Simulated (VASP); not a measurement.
Input:

```xyz
2
Lattice="0.0000 3.2111 3.2111 3.2111 0.0000 3.2111 3.2111 3.2111 0.0000" Properties=species:S:1:pos:R:3 pbc="T T T"
K      0.0000     0.0000     0.0000
Cl     3.2111     3.2111     3.2111
```

Computed with revPBE GGA, VASP's PBE PAW potentials (set 64) (plane waves; VASP). Numerical set-up: 520 eV cut-off, 7×7×7 Γ-centred mesh, Gaussian smearing of 0.050 eV, potentials K_sv Cl.

Q: Predict the energy per atom (σ→0), band gap (on the k-mesh) with the smallest direct gap where there is one.

A: 
The band gap (on the k-mesh) is 5.30 eV and the smallest direct gap (on the k-mesh) comes out as 5.30 eV. The energy per atom (σ→0) is -3247 meV/atom.

Total energies compare only between runs with the same potentials, cut-off and functional.

The compound is KCl in the rock salt structure. This cell is one point of a volume scan, at 0.94 of the reference volume.
